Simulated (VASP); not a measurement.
Here is the system:

```xyz
2
Lattice="0.0000 3.2346 3.2346 3.2346 0.0000 3.2346 3.2346 3.2346 0.0000" Properties=species:S:1:pos:R:3 pbc="T T T"
Te     3.2346     3.2346     3.2346
Pb     3.2346     3.2346     6.4691
```

These are PBE GGA with D4 dispersion, VASP's PBE PAW potentials (set 64) (plane waves; VASP 6.6.1) values and carry that method's errors. Numerical set-up: 520 eV cut-off, Gaussian smearing of 0.050 eV, potentials Te Pb_d.

Unless said otherwise, spin-orbit coupling is left out, though it shifts the bands of the heavy elements here.

**Question.** Give the energies of bands 7 to 13 at the high-symmetry points, in eV from the valence-band maximum.

**Answer.** 
```csv
band,Γ,X,U,L,W
7,-5.60,-7.29,-7.95,-8.57,-7.97
8,-1.33,-4.47,-4.09,-0.88,-3.76
9,-1.33,-2.78,-2.28,-0.88,-3.76
10,-1.33,-2.78,-2.07,0.00,-0.35
11,4.07,3.31,3.57,0.74,1.68
12,4.07,5.46,3.78,1.28,5.22
13,4.07,5.46,5.13,1.28,5.22
```

The gap is direct, 0.74 eV, from the valence maximum at L to the conduction minimum at L.

The compound is PbTe in the rock salt structure. It was relaxed first.
